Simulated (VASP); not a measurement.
A run of VASP 6.6.1 is set up as follows.

File INCAR:

```
  PREC = Accurate
  ENCUT = 520
  EDIFF = 1E-7
  ISMEAR = 1
  SIGMA = 0.15
  LREAL = False
  LASPH = True
  NELM = 100
  ALGO = Normal
  ISIF = 2
  LWAVE = False
  LCHARG = True
  GGA = CA
  LELF = True
  LVHAR = True
  NBANDS = 28
```

Contents of KPOINTS:

```
Automatic mesh
0
Gamma
  3 3 3
```

The input POSCAR:

```
RbMoO3
1.0
    4.0529190000      0.0000000000      0.0000000000
    0.0000000000      4.0529190000      0.0000000000
    0.0000000000      0.0000000000      4.0529190000
Rb Mo O
1 1 3
Direct
    0.5000000000      0.5000000000      0.5000000000
    0.0000000000      0.0000000000      0.0000000000
    0.5000000000      0.0000000000      0.0000000000
    0.0000000000      0.5000000000      0.0000000000
    0.0000000000      0.0000000000      0.5000000000
```

Potentials or basis: VASP PAW LDA potentials, release 64 (Rb_sv, Mo_sv, O).

Command:

```bash
$ cat potpaw_LDA.64/Rb_sv/POTCAR potpaw_LDA.64/Mo_sv/POTCAR potpaw_LDA.64/O/POTCAR > POTCAR
$ mpirun -np 1 vasp_std > vasp.out
```

Problem. Estimate the band gap on the k mesh.

Solution. None (metal or under the smearing width).

Problem. Estimate the pressure.

Solution. -16.8 GPa.

Caveat: the k mesh is coarse (spacing up to 0.52 Å⁻¹), so the values aren't converged; so large a pressure means that the cell lies far from this level's equilibrium, or that cutoff or potentials fall short; an odd number of electrons without spin polarisation forces a metal; a magnetic or distorted state may lie lower.
